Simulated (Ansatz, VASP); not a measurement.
# SnH in two plane-wave programs, part 2 of 3

Aim: how closely do two programs agree when they are given the same cell, functional and k mesh? The cell is generated by rule, not measured, and may not be a known phase. Of the first pair: The cell is taken from a series of runs on this material, whose earlier steps may have relaxed, scaled, displaced or heated it; both programs get it as it stands.

VASP 6.6.1 and Ansatz 0.2.0.

So far: The starting structure; VASP: relaxation of cell and atoms, LDA, pair 1.

### 3. Ansatz: relaxation of cell and atoms, LDA, pair 1

Level of this step: Ansatz beside VASP: Kohn-Sham DFT, plane waves, LDA (Ansatz).

Ansatz runs on norm-conserving files, of PseudoDojo where its log says so.

The same cell, functional (in two slightly different forms), mesh and smearing now go to Ansatz, which takes its cutoff from its data sets.

Contents of input.yaml:

```yaml
crystal:
  lattice:
    - [4.528851212, 0.0, 0.0]
    - [0.0, 4.528851212, 0.0]
    - [0.0, 0.0, 6.3359603759]
  atoms:
    - { symbol: Sn, position: [0.2552484634, 0.7447515366, 0.0] }
    - { symbol: Sn, position: [0.7447515366, 0.2552484634, 0.0] }
    - { symbol: Sn, position: [0.7552484634, 0.7552484634, 0.5] }
    - { symbol: Sn, position: [0.2447515366, 0.2447515366, 0.5] }
    - { symbol: H, position: [0.5, 0.5, 0.6871181215] }
    - { symbol: H, position: [0.0, 0.0, 0.8128818785] }
    - { symbol: H, position: [0.5, 0.5, 0.3128818785] }
    - { symbol: H, position: [0.0, 0.0, 0.1871181215] }
kpoints:
  mp_grid: { grid: [8, 8, 6] }
hamiltonian:
  xc: lda
  pseudopotentials: { kind: nc }
scf:
  occupations: { method: methfessel_paxton, width: 0.2 }
output:
  forces: true
  stress: true
  eigenvalues: true
relax:
  adjacent_minimum: "off"
  f_tol: 0.001
  max_steps: 60
  cell: { stress_tol: 0.01 }
```

Started as:

```sh
> ansatz run input.yaml --threads 8 --pin off --max-ram 14336MiB --backend cpu --events-out ev --progress --plain --runs-dir out
```

Numbers of over 12 decimals in the logs are rounded to 6 here.

Log:

```text
Engine: ansatz 0.2.0, x86_64-unknown-linux-gnu
Pseudopotentials: kind: nc
Pseudopotential: Sn, nc, valence charge 14, recommended cutoff 979.609905 eV (normal), Sn.nc.azcp (PseudoDojo's, or run here from an input of PseudoDojo's: the run reads no file of this project's for it)
Pseudopotential: H, nc, valence charge 1, recommended cutoff 1006.821291 eV (normal), H.nc.azcp (PseudoDojo's, or run here from an input of PseudoDojo's: the run reads no file of this project's for it)
Functional definition: SPW92
  exchange = slater_x
  correlation = pw_c
Crystal: 8 atoms, lattice volume = 129.954 Å³
Basis set: ecut = 1006.821291 eV, 9421 PW (Γ)
Bands: 38, of which v1, the nominal top of the filled ones, is band 30 counted from 1 (29 counted from 0)
Symmetry: 16 space group operations
Space group: P42/mnm (ITA 136), of the structure as read, at distance tolerance 5.1e-5 Å
k-points: 60 of 384
Non-local potential: Sn, projectors of the file, l = 0: 2, l = 1: 2, l = 2: 2
Non-local potential: H, projectors of the file, l = 0: 2, l = 1: 1
Initial density: superposition of atomic densities (chi_scale 0.1, normalization cell, long waves kept (reshape's long-wave potential 0.00 eV rms))
Initial wavefunctions: pseudopotential atomic-orbital guess
Functional: x = slater, c = lda
SCF iter   1: F=—  HF=-8613.536176 eV  |F-HF|=—  |Δ(HF+E_count)|=         —  Δρ=3.99e-2  dr2=2.16e0  ethr=3.10e-3  ⟨swp⟩=6.2  Hψ=8719  notcnv=0
preconditioner: auto → Kerker (q_TF=auto, 2.399 Å⁻¹)  [metal: Δε(μ)=0.059 eV  Ē_g=18.511 eV  σ=0.200 eV  W_gap=0.25  n_scr=28 (ndim 8)  ℏωp=25.2 eV  f_vac=0.000  D(μ)=2.35/eV (n_scr^D=14)]
SCF iter   2: F=—  HF=-8612.988971 eV  |F-HF|=—  |Δ(HF+E_count)|=   5.47e-1  S|Δr|=    0.00e0  Δρ=2.12e-2  dr2=6.87e-1  ethr=3.10e-3  ⟨swp⟩=1.7  Hψ=2841  notcnv=0  defer=20
SCF iter   3: F=—  HF=-8612.743324 eV  |F-HF|=—  |Δ(HF+E_count)|=   2.46e-1  S|Δr|=    0.00e0  Δρ=3.13e-3  dr2=6.72e-3  ethr=1.14e-3  ⟨swp⟩=2.3  Hψ=3160  notcnv=0  defer=20
SCF iter   4: F=—  HF=-8612.745816 eV  |F-HF|=—  |Δ(HF+E_count)|=   2.49e-3  S|Δr|=    0.00e0  Δρ=6.22e-4  dr2=5.50e-4  ethr=1.12e-5  ⟨swp⟩=2.6  Hψ=4555  notcnv=0  defer=93
SCF iter   5: F=—  HF=-8612.745738 eV  |F-HF|=—  |Δ(HF+E_count)|=   7.74e-5  S|Δr|=    0.00e0  Δρ=2.70e-4  dr2=4.37e-5  ethr=9.17e-7  ⟨swp⟩=2.0  Hψ=3946  notcnv=0  defer=93
SCF iter   6: F=—  HF=-8612.746022 eV  |F-HF|=—  |Δ(HF+E_count)|=   2.84e-4  S|Δr|=    0.00e0  Δρ=5.64e-5  dr2=5.00e-6  ethr=7.29e-8  ⟨swp⟩=2.0  Hψ=3413  notcnv=0  defer=103
SCF iter   7: F=—  HF=-8612.746021 eV  |F-HF|=—  |Δ(HF+E_count)|=   9.30e-7  S|Δr|=    0.00e0  Δρ=1.35e-5  dr2=1.32e-7  ethr=8.34e-9  ⟨swp⟩=2.0  Hψ=2807  notcnv=0  defer=103
SCF iter   8: F=-8612.746021 eV  HF=-8612.746021 eV  |F-HF|=1.04e-9  |Δ(HF+E_count)|=   2.98e-8  S|Δr|=    0.00e0  Δρ=1.96e-6  dr2=2.85e-9  ethr=1.67e-10  ⟨swp⟩=11.4  Hψ=11248  notcnv=0
SCF 1 converged in 8 iterations: F = -8612.746021 eV  dr2 = 2.85e-9
relax step   1: F+E_penalty+E_count = -8612.74602138 eV  Δ(F+E_penalty+E_count) = +0.000e0 eV  max|allowed force component| = 3.018e-4 eV/Å  Δτ_max = 0.0000 Å  P = +0.000 GPa  Ω = 129.954 Å³  (8 SCF iters, dr2 threshold 1.00e-7 eV, accepted)
Initial density: handed on by an earlier stage of this run
Initial wavefunctions: pseudopotential atomic-orbital guess (no wavefunctions were taken with the density)
iter 1 solved again at ethr=1.84e-7 eV; its pass at ethr=3.10e-3 eV (dr2=1.10e-4 eV) is discarded
SCF iter   1: F=—  HF=-8612.745717 eV  |F-HF|=—  |Δ(HF+E_count)|=         —  Δρ=2.07e-6  dr2=2.44e-9  ethr=1.84e-7  ⟨swp⟩=5.0  Hψ=17774  notcnv=0
eigensolver tolerance schedule: the retry pair's looser diagonalisation over-reported the residual by 45245.23 of it (diagonalisation noise at an unbounded share of the residual, at the tolerance the schedule requests for it); recorded, not acted on — ethr = c·dr2/N_el stays at c = 1.0e-1
preconditioner: auto → Kerker (q_TF=auto, 2.399 Å⁻¹)  [metal: Δε(μ)=0.019 eV  Ē_g=18.882 eV  σ=0.200 eV  W_gap=0.08  n_scr=28 (ndim 8)  ℏωp=25.2 eV  f_vac=0.000  D(μ)=2.07/eV (n_scr^D=6)]
SCF iter   2: F=—  HF=-8612.746021 eV  |F-HF|=—  |Δ(HF+E_count)|=   3.05e-4  S|Δr|=    0.00e0  Δρ=1.16e-6  dr2=1.34e-9  ethr=4.06e-12  ⟨swp⟩=4.5  Hψ=7210  notcnv=0
SCF iter   3: F=—  HF=-8612.746021 eV  |F-HF|=—  |Δ(HF+E_count)|=  1.49e-10  S|Δr|=    0.00e0  Δρ=4.39e-7  dr2=1.79e-10  ethr=2.23e-12  ⟨swp⟩=2.0  Hψ=4028  notcnv=0
SCF iter   4: F=—  HF=-8612.746021 eV  |F-HF|=—  |Δ(HF+E_count)|=  1.27e-11  S|Δr|=    0.00e0  Δρ=2.39e-7  dr2=3.90e-11  ethr=1.00e-12  ⟨swp⟩=1.0  Hψ=2280  notcnv=0
SCF iter   5: F=—  HF=-8612.746021 eV  |F-HF|=—  |Δ(HF+E_count)|=  3.64e-12  S|Δr|=    0.00e0  Δρ=8.22e-8  dr2=4.00e-12  ethr=1.00e-12  ⟨swp⟩=1.0  Hψ=2280  notcnv=0
SCF iter   6: F=-8612.746021 eV  HF=-8612.746021 eV  |F-HF|=7.28e-12  |Δ(HF+E_count)|=    0.00e0  S|Δr|=    0.00e0  Δρ=2.13e-8  dr2=3.14e-13  ethr=1.00e-12  ⟨swp⟩=7.8  Hψ=11472  notcnv=0
SCF 2 converged in 6 iterations: F = -8612.746021 eV  dr2 = 3.14e-13
relax step   2: F+E_penalty+E_count = -8612.74602138 eV  Δ(F+E_penalty+E_count) = -6.967e-10 eV  max|allowed force component| = 3.038e-4 eV/Å  Δτ_max = 0.0000 Å  P = +0.000 GPa  Ω = 129.954 Å³  stress off target by 3.05e-3 GPa  SCF on the basis re-selected at this cell (its energy is not comparable with the rows above)  (6 SCF iters)
basis re-selected at this cell: Δ(F+E_penalty+E_count) = -6.967e-10 eV, ΔP = -0.000 GPa vs the last step (what re-selecting the basis moved, of the pressure what is left beyond the Pulay correction that the steps carried, after the strain that the cell walked since its last selection, with what the two solves' SCF thresholds leave and, on support functions, any second-order correction that the steps lacked; it is no  [...]
SCF converged after 6 iterations
Stability not checked: this state was not tested for a lower state beside it, because cold or Methfessel-Paxton smearing, or corrected tetrahedra, fill the levels in a way that the test cannot read (fill_not_monotonic; see scf.lower_state_search)
Free energy (F): -8612.746021 eV
Harris-Foulkes:  -8612.746021 eV  (|F-HF|=7.28e-12)
Internal energy: -8612.744290 eV  (E = F + TS)
E sigma→0 (E₀):  -8612.745588 eV
Entropy (-TS):   -0.001732 eV (-0.216 meV/atom)
Fermi energy:    9.343758 eV
--- Per-component energies (eV) ---
  E_band       = -411.390831
  E_kinetic    = 5151.164143
  E_local      = -5686.801438  (includes V_loc(G=0)·N_el)
  E_nonlocal   = -2427.603911
  E_hartree    = 1982.824670
  E_xc         = -2398.288191
  E_vxc        = -1413.798989  (∫ρ·V_xc dr)
  E_ewald      = -5234.039562
  E_smearing   = -0.001732  (= −TS)
  E_closure    = -0.000000  (closes the sum)
  Σ components = -8612.746021   (vs F -8612.746021, Δ=0.00e0)
--- Forces (eV/Å), atoms counted from 1 ---
  atom   1  Sn     0.00002702    -0.00002702     0.00000000
  atom   2  Sn    -0.00002702     0.00002702     0.00000000
  atom   3  Sn     0.00002702     0.00002702     0.00000000
  atom   4  Sn    -0.00002702    -0.00002702     0.00000000
  atom   5  H     -0.00000000     0.00000000    -0.00030376
  atom   6  H     -0.00000000     0.00000000     0.00030376
  atom   7  H      0.00000000     0.00000000     0.00030376
  atom   8  H      0.00000000     0.00000000    -0.00030376
  max |Σ_I F_I| component: 3.47e-17 eV/Å
--- Stress (GPa, compression-positive) ---
       -0.001406       0.000000       0.000000
        0.000000      -0.001406       0.000000
        0.000000       0.000000       0.003045
  P = ⅓ Tr σ = 0.0001 GPa (0.001 kbar)
--- Band table (eV; the first three rows and the last of 60) ---
  k-point 0: bands = [... 26 lower, 6.5042, 6.8682, 6.9314, 8.9867, 10.6654, 10.6654, 12.2030, 12.5866, ... 4 higher]
  k-point 1: bands = [... 26 lower, 5.6922, 6.9671, 7.5687, 8.7623, 10.3941, 10.3941, 11.3185, 13.0534, ... 4 higher]
  k-point 2: bands = [... 26 lower, 4.8740, 7.2557, 7.3844, 8.2538, 10.0135, 10.0135, 11.0725, 12.9475, ... 4 higher]
  k-point 59: bands = [... 26 lower, 5.0175, 5.0175, 7.7947, 7.7947, 10.6769, 10.6769, 11.2040, 11.2040, ... 4 higher]
--- Relaxed structure (1 steps of the walk, 1 accepted, 1 SCFs on fresh bases) ---
  F+E_penalty+E_count = -8612.74602138 eV   max|allowed force component| = 3.038e-4 eV/Å   (the final SCF, on the basis selected at the relaxed cell)
  cell:  # Å, volume = 129.9537 Å³
    - [4.528851212, 0.0, 0.0]
    - [0.0, 4.528851212, 0.0]
    - [0.0, 0.0, 6.3359603759]
  atoms:
    - { symbol: Sn, position: [0.255248, 0.744752, 0.0] }
    - { symbol: Sn, position: [0.744752, 0.255248, 0.0] }
    - { symbol: Sn, position: [0.755248, 0.755248, 0.500000] }
    - { symbol: Sn, position: [0.244752, 0.244752, 0.500000] }
    - { symbol: H, position: [0.500000, 0.500000, 0.687118] }
    - { symbol: H, position: [0.0, 0.0, 0.812882] }
    - { symbol: H, position: [0.500000, 0.500000, 0.312882] }
    - { symbol: H, position: [0.0, 0.0, 0.187118] }
```

### 4. Differences

Known differences besides the potentials themselves: the two LDA forms differ slightly; the cutoff is 1006.82 eV in Ansatz and 500 eV in VASP; VASP's log shows a relativistic correction to its local exchange, Ansatz's none; Ansatz adds a Pulay correction to the stress that steers its cell, VASP none. Total energies have different zeros and are not compared.

Both answers:

```
                                         quantity  Ansatz    VASP  difference
                                      volume (Å³)  129.95  129.72     +0.18 %
edge a after relaxation, in the typed setting (Å)   4.529   4.526     +0.06 %
edge c after relaxation, in the typed setting (Å)   6.336   6.332     +0.07 %
```

### 5. VASP: relaxation of cell and atoms, LDA, pair 2

The relaxed volume is the usual yardstick between codes: in a stiff, nearly cubic crystal its relative difference is about their pressure difference at one cell divided by the bulk modulus. This pair takes another cell of the material, with 4 atoms against 8 for the pair before.

Contents of INCAR:

```
SYSTEM = SnH
PREC = Accurate
ENCUT = 500
EDIFF = 1E-07
NELM = 120
ISMEAR = 0
SIGMA = 0.1
LREAL = .FALSE.
ALGO = Normal
GGA = CA
NBANDS = 21
LORBIT = 11
LWAVE = .FALSE.
LCHARG = .FALSE.
ISIF = 3
IBRION = 2
NSW = 80
EDIFFG = -0.005
LASPH = .TRUE.
GGA_COMPAT = .FALSE.
NELMIN = 4
KPAR = 2
```

Contents of POSCAR:

```
SnH
1.0
    3.2563584019      0.0000000000      0.0000000000
    0.0000000000      3.2563584019      0.0000000000
    0.0000000000      0.0000000000      5.9008364923
Sn H
2 2
Direct
    0.0000000000      0.5000000000      0.0000000000
    0.5000000000      0.0000000000      0.5000000000
    0.0000000000      0.0000000000      0.7500000000
    0.0000000000      0.0000000000      0.2500000000
```

Contents of KPOINTS:

```
Automatic mesh
0
Gamma
8 8 6
0 0 0
```

Potentials, in the order of the species: Sn_d and H (LDA family, release 64).

Started as:

```sh
> mpirun -np 2 vasp_std
```

Log:

```text
[banner, memory and clock lines left out]
running    2 mpi-ranks, on    1 nodes
[...]
LDA part: xc-table for (Slater(with rela. corr.)+CA(PZ))
 , standard interpolation
 POSCAR, INCAR and KPOINTS ok, starting setup
[...]
entering main loop
       N       E                     dE             d eps       ncg     rms          rms(c)
DAV:   1     0.229678377828E+03    0.22968E+03   -0.15298E+04  2545   0.211E+03
DAV:   2     0.100466545014E+02   -0.21963E+03   -0.21399E+03  2545   0.456E+02
DAV:   3    -0.140126668665E+02   -0.24059E+02   -0.23715E+02  2940   0.142E+02
DAV:   4    -0.147888800860E+02   -0.77621E+00   -0.77508E+00  2808   0.285E+01
[...]
DAV:  12    -0.144222637754E+02    0.18839E-05   -0.31998E-06  2765   0.144E-02    0.497E-03
DAV:  13    -0.144222635064E+02    0.26893E-06   -0.11244E-06  2636   0.745E-03    0.110E-03
DAV:  14    -0.144222634921E+02    0.14311E-07   -0.11095E-07  1557   0.386E-03
   1 F= -.14422263E+02 E0= -.14419716E+02  d E =-.144223E+02
[... from here on, the cycles between the ionic steps are left out ...]
   2 F= -.14424577E+02 E0= -.14422022E+02  d E =-.231368E-02
   3 F= -.14424657E+02 E0= -.14422096E+02  d E =-.239332E-02
   4 F= -.14424658E+02 E0= -.14422098E+02  d E =-.239468E-02
   5 F= -.14424682E+02 E0= -.14422124E+02  d E =-.240934E-04
   6 F= -.14424731E+02 E0= -.14422169E+02  d E =-.727411E-04
[...]
reached required accuracy - stopping structural energy minimisation
```

OUTCAR, selected parts (step 5):

```text
  Total       -0.0084338     -0.0084338      0.0120064      0.0000000      0.0000000      0.0000000
  in kB       -0.2129418     -0.2129418      0.3031471      0.0000000      0.0000000      0.0000000
  external PRESSURE =      -0.0409122 kB  Pullay stress =       0.0000000 kB

 POSITION                                       TOTAL-FORCE (eV/Angst)
 -----------------------------------------------------------------------------------
      0.00000      1.63334      0.00000         0.000000      0.000000     -0.000000
      1.63334      0.00000      2.97323         0.000000      0.000000     -0.000000
      0.00000      0.00000      4.45985         0.000000     -0.000000      0.000000
      0.00000      0.00000      1.48662        -0.000000      0.000000      0.000000
 -----------------------------------------------------------------------------------
    total drift:                                0.000000      0.000000     -0.000000

  FREE ENERGIE OF THE ION-ELECTRON SYSTEM (eV)
  ---------------------------------------------------
  free  energy   TOTEN  =       -14.4247309100 eV

  energy  without entropy=      -14.4196074446  energy(sigma->0) =      -14.42216918

[... 1 part as in an earlier step ...]

[... 3 further parts left out ...]
[key lines of the parts left out:]
E-fermi :   6.8994
```

### 6. Ansatz: relaxation of cell and atoms, LDA, pair 2

Its own start cell and the same functional (in two slightly different forms), mesh and smearing now go to Ansatz, which takes its cutoff from its data sets.

The two relaxations start from unlike cells of this crystal (the structure described is Ansatz's start), so only their ends are compared.

input.yaml, the sections that differ from step 3:

```yaml
crystal:
  lattice:
    - [2.70107, 0.0, 0.0]
    - [0.0, 2.70107, 0.0]
    - [0.0, 0.0, 4.12142]
  atoms:
    - { symbol: Sn, position: [0.0, 0.5, 0.0] }
    - { symbol: Sn, position: [0.5, 0.0, 0.5] }
    - { symbol: H, position: [0.0, 0.0, 0.75] }
    - { symbol: H, position: [0.0, 0.0, 0.25] }
scf:
  occupations: { method: gaussian, width: 0.1 }
relax:
  adjacent_minimum: "off"
  f_tol: 0.05
  max_steps: 80
  cell: { stress_tol: 0.5 }
# kpoints, hamiltonian, output: as in step 3
```

Started as:

```sh
> ansatz run input.yaml --threads 8 --pin off --max-ram 14336MiB --backend cpu --events-out ev --progress --plain --runs-dir out
```

Log:

```text
[...]
Crystal: 4 atoms, lattice volume = 30.069 Å³
Basis set: ecut = 1006.821291 eV, 2165 PW (Γ)
Bands: 19, of which v1, the nominal top of the filled ones, is band 15 counted from 1 (14 counted from 0)
Symmetry: 16 space group operations
[...]
k-points: 60 of 384
[...]
k-point 59: bands = [... 11 lower, 4.0436, 4.8612, 4.8612, 7.9662, 7.9662, 9.7004, 9.7004, 13.1856]
--- Relaxed structure (15 steps of the walk, 14 accepted, 3 SCFs on fresh bases) ---
[...]
cell:  # Å, volume = 63.4960 Å³
    - [3.280721, 0, 0]
    - [0, 3.280721, 0]
    - [0, 0, 5.899393]
  atoms:
    - { symbol: Sn, position: [0, 0.5, 0] }
    - { symbol: Sn, position: [0.5, 0, 0.500000] }
    - { symbol: H, position: [0, 0, 0.75] }
    - { symbol: H, position: [0, 0, 0.250000] }
[key lines of the parts left out:]
SCF converged after 4 iterations
Free energy (F): -4306.193360 eV
Fermi energy:    9.540918 eV
P = ⅓ Tr σ = 0.1095 GPa (1.095 kbar)
```

### 7. Comparison

Both answers:

```
                                         quantity  Ansatz   VASP  difference
                                      volume (Å³)   63.50  63.46     +0.06 %
edge a after relaxation, in the typed setting (Å)   3.281  3.267     +0.43 %
edge c after relaxation, in the typed setting (Å)   5.899  5.947     -0.79 %
```

(Continued in part 3 of 3.)

[Lines on the potential files, build, host, timing and source positions are cut from VASP's logs without a mark.]

[Logs are printed without paths, hosts, clocks, repeated set-up lines and the standing remarks that a program may print on its own settings, such as how far it seeks lower states.]

[Hosts, paths, dates, database ids (printed as entryN), source tags and the programs' standing remarks are cut or masked in the printed files.]
